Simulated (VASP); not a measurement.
Input:

```xyz
2
Lattice="0.0000 2.3008 2.3008 2.3008 0.0000 2.3008 2.3008 2.3008 0.0000" Properties=species:S:1:pos:R:3 pbc="T T T"
Zr     0.0000     0.0000     0.0000
C      2.3008     2.3008     2.3008
```

Calculation: revTPSS meta-GGA, VASP's PBE PAW potentials (set 64) (plane waves; VASP 6.6.1). Settings: 520 eV cut-off, 13×13×13 Γ-centred mesh, first-order Methfessel-Paxton smearing of 0.10 eV, potentials Zr_sv C.

Problem. Estimate the energy per atom (σ→0), pressure, band gap (on the k-mesh) with the smallest direct gap where there is one.

Solution. 
* **band gap (on the k-mesh)**: none (metal, semimetal or under 0.01 eV)
* **energy per atom (σ→0)**: -4.997 eV/atom
* **pressure**: 15.88 GPa

Only differences to runs with the same potentials and settings are physical.

The compound is ZrC in the rock salt structure. This cell is one point of a volume scan, at 0.94 of the reference volume.
